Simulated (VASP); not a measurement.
Output of a VASP run:

File OSZICAR:
```
       N       E                     dE             d eps       ncg     rms          rms(c)
DAV:   1    -0.476893502668E+00   -0.47689E+00   -0.50474E+03   592   0.989E+02
DAV:   2    -0.185146229765E+02   -0.18038E+02   -0.17596E+02   896   0.107E+02
DAV:   3    -0.186715000045E+02   -0.15688E+00   -0.15688E+00   584   0.121E+01
DAV:   4    -0.186717991366E+02   -0.29913E-03   -0.29913E-03   800   0.544E-01
DAV:   5    -0.186717992305E+02   -0.93867E-07   -0.93868E-07   600   0.705E-03    0.514E+00
DAV:   6    -0.182750716459E+02    0.39673E+00   -0.30596E-01   592   0.436E+00    0.308E+00
DAV:   7    -0.181414409575E+02    0.13363E+00   -0.34306E-01   704   0.472E+00    0.674E-01
DAV:   8    -0.181426417179E+02   -0.12008E-02   -0.18387E-03   608   0.487E-01    0.443E-02
DAV:   9    -0.181426664191E+02   -0.24701E-04   -0.12656E-04   816   0.991E-02    0.272E-02
DAV:  10    -0.181426803088E+02   -0.13890E-04   -0.15729E-05   568   0.454E-02    0.542E-03
DAV:  11    -0.181426801862E+02    0.12258E-06   -0.43222E-08   408   0.221E-03
   1 F= -.18142680E+02 E0= -.18142680E+02  d E =-.390227E-16
```

OUTCAR:
```
------------------------ aborting loop because EDIFF is reached ----------------------------------------
  FORCE on cell =-STRESS in cart. coord.  units (eV):
  Direction    XX          YY          ZZ          XY          YZ          ZX
  --------------------------------------------------------------------------------------
  Total       -1.5950549     -1.5950549     -1.5950549      0.0000000     -0.0000000     -0.0000000
  in kB     -212.2444604   -212.2444604   -212.2444604      0.0000000     -0.0000000     -0.0000000
  external PRESSURE =    -212.2444604 kB  Pullay stress =       0.0000000 kB
  volume of cell :       12.04
      direct lattice vectors                 reciprocal lattice vectors
     0.000000000  1.819170000  1.819170000    -0.274850619  0.274850619  0.274850619
     1.819170000  0.000000000  1.819170000     0.274850619 -0.274850619  0.274850619
     1.819170000  1.819170000  0.000000000     0.274850619  0.274850619 -0.274850619
 POSITION                                       TOTAL-FORCE (eV/Angst)
 -----------------------------------------------------------------------------------
      0.00000      0.00000      0.00000         0.000000     -0.000000     -0.000000
      0.90958      0.90958      0.90958        -0.000000      0.000000      0.000000
 -----------------------------------------------------------------------------------
    total drift:                                0.000000      0.000000      0.000000
  FREE ENERGIE OF THE ION-ELECTRON SYSTEM (eV)
  ---------------------------------------------------
  free  energy   TOTEN  =       -18.1426801862 eV

  energy  without entropy=      -18.1426801862  energy(sigma->0) =      -18.14268019
```
(Selected blocks of OUTCAR.)

**POSCAR**
```
C
1
    0.0000000000     1.8191700000     1.8191700000
    1.8191700000     0.0000000000     1.8191700000
    1.8191700000     1.8191700000     0.0000000000
C
2
Direct
  0.0000000000   0.0000000000   0.0000000000
  0.2500000000   0.2500000000   0.2500000000
```

### Question
Reconstruct the remaining input files.

### Answer
One answer among several that fit: the input of the run itself, PBE GGA, plane waves, VASP's PBE PAW potentials (set 64).

**INCAR**
```
SYSTEM = C
PREC = Accurate; ENCUT = 520; LREAL = F
LASPH = T
EDIFF = 1E-6; NELM = 100; ALGO = Normal
ISMEAR = 0; SIGMA = 0.05
GGA = PE
ISIF = 2
LWAVE = F; LCHARG = F
```

File KPOINTS:
```
Automatic mesh
0
Gamma
9 9 9
0 0 0
```

POTCAR, in this order: C (PBE.64 set). Program: vasp_std.

The compound is C in the diamond structure. The cell was not relaxed at this level.
